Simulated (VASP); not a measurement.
Method: LDA (Ceperley-Alder, Perdew-Zunger), VASP's LDA PAW potentials (set 64) (plane waves; VASP).

Input for VASP

INCAR:
```
# general
SYSTEM   =  Nb3Sn
PREC     =  Accurate
ENCUT    =  400   # plane-wave cut-off (eV)
LREAL    =  .FALSE.   # projection in real space or not
LASPH    =  .TRUE.
ICHARG   =  11

# electronic loop
EDIFF    =  1E-7
NELM     =  100   # most electronic steps
ALGO     =  Normal
LMAXMIX  =  4

# smearing
ISMEAR   =  0   # Gaussian
SIGMA    =  0.05

# output
LWAVE    =  .FALSE.
LCHARG   =  .FALSE.
LORBIT   =  11   # lm-projected
```

### KPOINTS
```
k-points along high-symmetry lines
15
Line-mode
Reciprocal
  0.000000   0.000000   0.000000 ! GAMMA
  0.000000   0.500000   0.000000 ! X

  0.000000   0.500000   0.000000 ! X
  0.500000   0.500000   0.000000 ! M

  0.500000   0.500000   0.000000 ! M
  0.000000   0.000000   0.000000 ! GAMMA

  0.000000   0.000000   0.000000 ! GAMMA
  0.500000   0.500000   0.500000 ! R

  0.500000   0.500000   0.500000 ! R
  0.000000   0.500000   0.000000 ! X

  0.500000   0.500000   0.500000 ! R
  0.500000   0.500000   0.000000 ! M
```

File POSCAR:
```
Nb3Sn
1
    5.2168918277    -0.0000000000     0.0000000000
   -0.0000000000     5.2168918277     0.0000000000
    0.0000000000     0.0000000000     5.2168918277
Nb Sn
6 2
Direct
  0.2500000000   0.0000000000   0.5000000000
  0.5000000000   0.2500000000   0.0000000000
  0.5000000000   0.7500000000   0.0000000000
  0.7500000000   0.0000000000   0.5000000000
  0.0000000000   0.5000000000   0.7500000000
  0.0000000000   0.5000000000   0.2500000000
  0.5000000000   0.5000000000   0.5000000000
  0.0000000000   0.0000000000   0.0000000000
```

POTCAR, in this order: Nb_sv Sn_d (LDA.64 set). Program: vasp_std. Read from the step before: CHGCAR.

The resulting files:

File OSZICAR:
```
       N       E                     dE             d eps       ncg     rms          rms(c)
DAV:   1     0.165243478093E+04    0.16524E+04   -0.44918E+04 11889   0.194E+03
DAV:   2     0.177453254502E+03   -0.14750E+04   -0.14471E+04 11812   0.772E+02
DAV:   3    -0.487091362288E+02   -0.22616E+03   -0.21666E+03 15711   0.243E+02
DAV:   4    -0.755683736104E+02   -0.26859E+02   -0.26102E+02 17472   0.766E+01
DAV:   5    -0.776636992467E+02   -0.20953E+01   -0.20629E+01 20840   0.179E+01
DAV:   6    -0.778258076101E+02   -0.16211E+00   -0.16034E+00 19208   0.467E+00
DAV:   7    -0.778380955774E+02   -0.12288E-01   -0.12189E-01 19104   0.108E+00
DAV:   8    -0.778396326314E+02   -0.15371E-02   -0.15303E-02 18664   0.330E-01
DAV:   9    -0.778397979472E+02   -0.16532E-03   -0.16466E-03 19600   0.906E-02
DAV:  10    -0.778398171634E+02   -0.19216E-04   -0.19152E-04 16768   0.258E-02
DAV:  11    -0.778398195344E+02   -0.23710E-05   -0.23631E-05 12856   0.785E-03
DAV:  12    -0.778398198644E+02   -0.32993E-06   -0.32978E-06 11400   0.303E-03
DAV:  13    -0.778398199147E+02   -0.50361E-07   -0.49128E-07  9736   0.140E-03
   1 F= -.77839820E+02 E0= -.77829514E+02  d E =-.206121E-01
```

**OUTCAR**
```
 val. band max:       11.8516520610   @ k =   0.5000   0.5000   0.1071

 cond. band min:      11.8518479762   @ k =   0.4643   0.4643   0.0000



 k-point     1 :       0.0000    0.0000    0.0000
  band No.  band energies     occupation
      1     -42.4133      2.00000
      2     -42.3244      2.00000
      3     -42.3244      2.00000
      4     -42.0654      2.00000
      5     -42.0654      2.00000
      6     -42.0654      2.00000
      7     -19.6303      2.00000
      8     -19.6303      2.00000
      9     -19.4591      2.00000
     10     -18.8170      2.00000
     11     -18.8170      2.00000
     12     -18.8170      2.00000
     13     -18.4050      2.00000
     14     -18.4050      2.00000
     15     -18.4050      2.00000
     16     -18.3762      2.00000
     17     -18.3762      2.00000
     18     -18.3762      2.00000
     19     -18.2709      2.00000
     20     -18.2709      2.00000
     21     -18.2709      2.00000
     22     -17.6152      2.00000
     23     -17.6152      2.00000
     24     -17.6152      2.00000
     25      -8.9794      2.00000
     26      -8.9794      2.00000
     27      -8.9607      2.00000
     28      -8.9607      2.00000
     29      -8.9320      2.00000
     30      -8.9320      2.00000
     31      -8.9320      2.00000
     32      -8.9290      2.00000
     33      -8.9290      2.00000
     34      -8.9290      2.00000
     35       2.3043      2.00000
     36       3.8210      2.00000
     37       8.0135      2.00000
     38       8.0135      2.00000
     39       8.0135      2.00000
     40       8.3908      2.00000
     41       8.3908      2.00000
     42       8.3908      2.00000
     43       8.9185      2.00000
     44       8.9185      2.00000
     45       9.3891      2.00000
     46       9.9408      2.00000
     47       9.9408      2.00000
     48       9.9408      2.00000
     49      10.3022      2.00000
     50      11.2226      2.00000
     51      11.2226      2.00000
     52      11.2226      2.00000
...
```

The density is held fixed in this step, so its total energy and stress have no physical meaning. Unless said otherwise, spin-orbit coupling is left out, though it shifts the bands of the heavy elements here.

The compound is Nb3Sn in the A15 structure. It was relaxed first.
